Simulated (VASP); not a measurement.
A convergence study with VASP on TiSe2 (space group no. 164 when undisturbed): a few settings are varied, all else stays as given below, so the limit is that of these other settings. One atom is moved off its site, so that forces are finite.

```yaml
crystal:
  lattice:
    - [1.76469, -3.05653, 0.00000]
    - [1.76469, 3.05653, 0.00000]
    - [0.00000, 0.00000, 5.99197]
  atoms:
    - { symbol: Ti, position: [0.00000, 0.00000, 0.00834] }
    - { symbol: Se, position: [0.33333, 0.66667, 0.25500] }
    - { symbol: Se, position: [0.66667, 0.33333, 0.74500] }
```

Level of theory: PBE GGA, VASP's PBE PAW potentials (set 64) (plane waves; VASP). The last row used: 300 eV cut-off, 19×19×10 Γ-centred mesh shifted by (0.5, 0.5, 0.5), Fermi-Dirac smearing of 0.10 eV, potentials Ti_sv Se.

| setting | E (eV/atom) | pressure (GPa) | irreducible k-points |
|---|---|---|---|
| 2×2×1 mesh | -6.1173 | 1.97 | 2 |
| 3×3×2 mesh | -6.0772 | 1.93 | 6 |
| 4×4×2 mesh | -6.0633 | 2.12 | 10 |
| 5×5×3 mesh | -6.0532 | 2.23 | 24 |
| 6×6×3 mesh | -6.0499 | 2.26 | 33 |
| 7×7×4 mesh | -6.0478 | 2.27 | 56 |
| 8×8×4 mesh | -6.0473 | 2.26 | 72 |
| 8×8×5 mesh | -6.0471 | 2.26 | 92 |
| 9×9×5 mesh | -6.0471 | 2.25 | 115 |
| 10×10×5 mesh | -6.0472 | 2.25 | 140 |
| 11×11×6 mesh | -6.0474 | 2.24 | 198 |
| 13×13×7 mesh | -6.0477 | 2.23 | 322 |
| 14×14×7 mesh | -6.0478 | 2.23 | 371 |
| 15×15×8 mesh | -6.0479 | 2.23 | 480 |
| 17×17×9 mesh | -6.0480 | 2.23 | 693 |
| 19×19×10 mesh | -6.0481 | 2.23 | 950 |

Left out are rungs that failed or repeat a setting and relaxations that didn't move; long series are thinned to 24 rows.

The structure is a typed TiSe2 crystal (space group no. 164). The cell was not relaxed at this level, it is distorted from the ideal structure.
